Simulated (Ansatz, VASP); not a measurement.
**One calculation of AlSn, two programs**

The input INCAR:

```
ALGO = Fast
EDIFF = 1E-6
ENCUT = 520
GGA = PS
ISIF = 2
ISMEAR = -1
LASPH = True
LCHARG = False
LREAL = False
LWAVE = False
NBANDS = 16
NELM = 100
PREC = Accurate
SIGMA = 0.05
```

Contents of KPOINTS:

```
k-points
0
Gamma
  11 11 12
```

The input POSCAR:

```
AlSn
1.0
    4.1981056157      0.0000000000      0.0000000000
   -2.0990528078      3.6356661109      0.0000000000
    0.0000000000      0.0000000000      3.3068470000
Al Sn
1 1
Direct
    0.0000000000      0.0000000000      0.0000000000
    0.3333333333      0.6666666667      0.5000000000
```

Input for Ansatz:

```yaml
crystal:
  lattice:
    - [4.1981056157, 0.0, 0.0]
    - [-2.0990528078, 3.6356661109, 0.0]
    - [0.0, 0.0, 3.306847]
  atoms:
    - { symbol: Al, position: [0.0, 0.0, 0.0] }
    - { symbol: Sn, position: [0.3333333333, 0.6666666667, 0.5] }
kpoints:
  mp_grid: { grid: [11, 11, 12] }
  band_path:
    path:
      - [0.0, 0.0, 0.0]
      - [0.5, 0.0, 0.0]
      - [0.3333333333, 0.3333333333, 0.0]
      - [0.0, 0.0, 0.0]
      - [0.0, 0.0, 0.5]
      - [0.5, 0.0, 0.5]
      - [0.3333333333, 0.3333333333, 0.5]
      - [0.0, 0.0, 0.5]
      - [0.5, 0.0, 0.5]
    npoints: 8
scf:
  occupations: { method: fermi_dirac, width: 0.05 }
hamiltonian:
  xc: pbesol
  pseudopotentials: { kind: all_electron, lapw: { basis_error: 0.00025 } }
output:
  forces: true
  stress: true
  eigenvalues: true
  populations: true
  dos: { projected: true, de: 0.2, e_range: [-14, 8] }
```

The cell comes from a database or a generator and needn't be the stable form of this composition.

Alike in both runs: task single point; functional PBEsol; k mesh 11 × 11 × 12; occupations fermi-dirac, width 0.05 eV; no spin polarisation.

|  | VASP | Ansatz |
| --- | --- | --- |
| version | VASP 6.6.1 | Ansatz 0.2.0 |
| potentials or method | VASP PAW PBE potentials, release 64 (Al, Sn_d) | all-electron LAPW, scalar-relativistic |
| plane-wave cutoff (eV) | 520 | see its input |

VASP gave:

```
pressure (GPa)                                  : -2.1
largest component of the traceless stress (GPa) : 0.91
```

Problem. What did Ansatz give for the same quantities?

Solution. Pressure (GPa): -2.0; largest component of the traceless stress (GPa): 0.90.

Ansatz ran all-electron here, so the differences hold the error of VASP's frozen core and of both bases.

Caveats: the PAW data sets were made with another functional, which shifts forces and pressure a little (VASP).
